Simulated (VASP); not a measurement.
These are PBE GGA, VASP's PBE PAW potentials (set 64) (plane waves; VASP 6.6.1) values and carry that method's errors.

VASP input:

**KPOINTS**
```
K-points
0
gamma
  1 1 1
0 0 0
```

INCAR:
```
ALGO=Fast
EDIFF=1E-5
EDIFFG=-0.03
ENCUT=400
GGA=PE
IBRION=2
ISIF=2
ISMEAR=0
ISYM=0
LASPH=.True.
LCHARG=.False.
LREAL=Auto
LWAVE=.True.
NELECT=258.0
NELM=100
NELMIN=4
NSW=60
PREC=Normal
SIGMA=0.05
SYSTEM=NSi63
```

**POSCAR**
```
NSi63
1
   10.9370747004     0.0000000000     0.0000000000
    0.0000000000    10.9370747004     0.0000000000
   -0.0000000000    -0.0000000000    10.9370747004
Si N
63 1
Direct
  0.5000000000   0.0000000000   0.0000000000
  0.6250000000   0.1250000000   0.1250000000
  0.7500000000   0.2500000000   0.0000000000
  0.8750000000   0.3750000000   0.1250000000
  0.7500000000   0.0000000000   0.2500000000
  0.8750000000   0.1250000000   0.3750000000
  0.0000000000   0.0000000000   0.0000000000
  0.1250000000   0.1250000000   0.1250000000
  0.2500000000   0.2500000000   0.0000000000
  0.3750000000   0.3750000000   0.1250000000
  0.5000000000   0.5000000000   0.0000000000
  0.6250000000   0.6250000000   0.1250000000
  0.7500000000   0.7500000000   0.0000000000
  0.8750000000   0.8750000000   0.1250000000
  0.2500000000   0.0000000000   0.2500000000
  0.3750000000   0.1250000000   0.3750000000
  0.5000000000   0.2500000000   0.2500000000
  0.6205650000   0.3716820000   0.3763380000
  0.7500000000   0.5000000000   0.2500000000
  0.8750000000   0.6250000000   0.3750000000
  0.5000000000   0.0000000000   0.5000000000
  0.6250000000   0.1250000000   0.6250000000
  0.7500000000   0.2500000000   0.5000000000
  0.8750000000   0.3750000000   0.6250000000
  0.7500000000   0.0000000000   0.7500000000
  0.8750000000   0.1250000000   0.8750000000
  0.0000000000   0.5000000000   0.0000000000
  0.1250000000   0.6250000000   0.1250000000
  0.2500000000   0.7500000000   0.0000000000
  0.3750000000   0.8750000000   0.1250000000
  0.0000000000   0.2500000000   0.2500000000
  0.1250000000   0.3750000000   0.3750000000
  0.2500000000   0.5000000000   0.2500000000
  0.3707220000   0.6222230000   0.3728170000
  0.5000000000   0.7500000000   0.2500000000
  0.6250000000   0.8750000000   0.3750000000
  0.0000000000   0.0000000000   0.5000000000
  0.1250000000   0.1250000000   0.6250000000
  0.2500000000   0.2500000000   0.5000000000
  0.3782640000   0.3704940000   0.6215440000
  0.6276300000   0.6222560000   0.6244680000
  0.7500000000   0.7500000000   0.5000000000
  0.8750000000   0.8750000000   0.6250000000
  0.2500000000   0.0000000000   0.7500000000
  0.3750000000   0.1250000000   0.8750000000
  0.5000000000   0.2500000000   0.7500000000
  0.6250000000   0.3750000000   0.8750000000
  0.7500000000   0.5000000000   0.7500000000
  0.8750000000   0.6250000000   0.8750000000
  0.0000000000   0.7500000000   0.2500000000
  0.1250000000   0.8750000000   0.3750000000
  0.0000000000   0.5000000000   0.5000000000
  0.1250000000   0.6250000000   0.6250000000
  0.2500000000   0.7500000000   0.5000000000
  0.3750000000   0.8750000000   0.6250000000
  0.0000000000   0.2500000000   0.7500000000
  0.1250000000   0.3750000000   0.8750000000
  0.2500000000   0.5000000000   0.7500000000
  0.3750000000   0.6250000000   0.8750000000
  0.5000000000   0.7500000000   0.7500000000
  0.6250000000   0.8750000000   0.8750000000
  0.0000000000   0.7500000000   0.7500000000
  0.1250000000   0.8750000000   0.8750000000
  0.4980750000   0.5003670000   0.4964480000
```

POTCAR, in this order: Si N (PBE.64 set). Program: vasp_gam.

The cell is charged, with a uniform compensating background. The supercell is sampled at Γ alone, which is coarse: total energies, pressure and levels can be off, energies of defects by several tenths of an eV.

**Question.** Predict the energy per atom (σ→0).

**Answer.** 
```
Property                       Result
---------------------  --------------
energy per atom (σ→0)  -5.261 eV/atom
```

**OSZICAR**
```
...
  11 F= -.33670146E+03 E0= -.33670146E+03  d E =-.329213E-02
       N       E                     dE             d eps       ncg     rms          rms(c)
DAV:   1    -0.336702184365E+03   -0.72571E-03   -0.53449E-02   348   0.467E-01    0.965E-02
RMM:   2    -0.336702525986E+03   -0.34162E-03   -0.38939E-03   324   0.125E-01    0.482E-02
RMM:   3    -0.336702549889E+03   -0.23903E-04   -0.57895E-04   333   0.534E-02    0.304E-02
RMM:   4    -0.336702543987E+03    0.59019E-05   -0.11527E-04   317   0.242E-02    0.142E-02
RMM:   5    -0.336702543290E+03    0.69715E-06   -0.23459E-05   214   0.107E-02
  12 F= -.33670254E+03 E0= -.33670254E+03  d E =-.108504E-02
```

The cell is a supercell with a defect, built from Si (diamond): N_Si, charge -1. The run is not spin-polarised, so no state with unpaired spins was tried.
